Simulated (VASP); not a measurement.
An input for Quantum ESPRESSO's pw.x (written as the equivalent of a VASP run, and not itself run):

```
&CONTROL
  calculation = 'scf'
  pseudo_dir = './pseudo'
  outdir = './out'
  tprnfor = .true.
  tstress = .true.
/
&SYSTEM
  ibrav = 0
  nat = 4
  ntyp = 2
  ecutwfc = 84
  occupations = 'tetrahedra'
  input_dft = 'pbesol'
/
&ELECTRONS
  conv_thr = 7.3e-09
  electron_maxstep = 100
/
ATOMIC_SPECIES
  Ti 47.867 Ti.upf
  S 32.060 S.upf
CELL_PARAMETERS angstrom
     3.4318467    0.0000000    0.0000000
    -1.7159234    2.9720666   -0.0000000
     0.0000000    0.0000000    7.1280934
ATOMIC_POSITIONS crystal
  Ti   0.3333330  0.6666670  0.0251251
  Ti   0.6666670  0.3333330  0.5251251
  S    0.3333330  0.6666670  0.3498749
  S    0.6666670  0.3333330  0.8498749
K_POINTS automatic
  12 12 5 0 0 0
```

Q: Translate this input to VASP (INCAR, KPOINTS, POSCAR, choice of POTCAR).

A: This is not unique; one that fits is 
**INCAR**
```
GGA=PS   # PBEsol
LASPH=.TRUE.   # aspherical one-centre terms
NELM=100
SYSTEM=TiS
PREC=Accurate
EDIFF=1E-7
LREAL=.FALSE.   # projection in real space or not
ISMEAR=-5   # tetrahedra, Bloechl
LCHARG=.TRUE.
LEFG=.TRUE.
ISIF=2   # forces and stress, cell fixed
LORBIT=11
ALGO=Normal   # blocked Davidson
LMAXMIX=4
ENCUT=400   # plane-wave cut-off (eV)
LWAVE=.FALSE.
NEDOS=601   # DOS grid
```

File POSCAR:
```
TiS
1
    3.4318467374     0.0000000000     0.0000000000
   -1.7159233687     2.9720666283    -0.0000000000
    0.0000000000     0.0000000000     7.1280934463
Ti S
2 2
Direct
  0.3333330000   0.6666670000   0.0251251201
  0.6666670000   0.3333330000   0.5251251201
  0.3333330000   0.6666670000   0.3498748799
  0.6666670000   0.3333330000   0.8498748799
```

### KPOINTS
```
Regular mesh
0
Gamma
12 12 5
0 0 0
```

POTCAR, in this order: Ti_sv S (PBE.64 set). Program: vasp_std.

What does not carry over: the potentials are each code's own (VASP's PAW set, PseudoDojo norm-conserving files in pw.x), so ENCUT and ecutwfc are chosen apart and not converted; conv_thr bounds pw.x's estimated SCF error, while EDIFF bounds the energy change between steps; the field gradients of LEFG aren't asked of the other code.

The structure was generated: TiS was put into the wurtzite type (P6_3mc), which need not be its known phase. It was relaxed first, which changed the volume by -37 %.
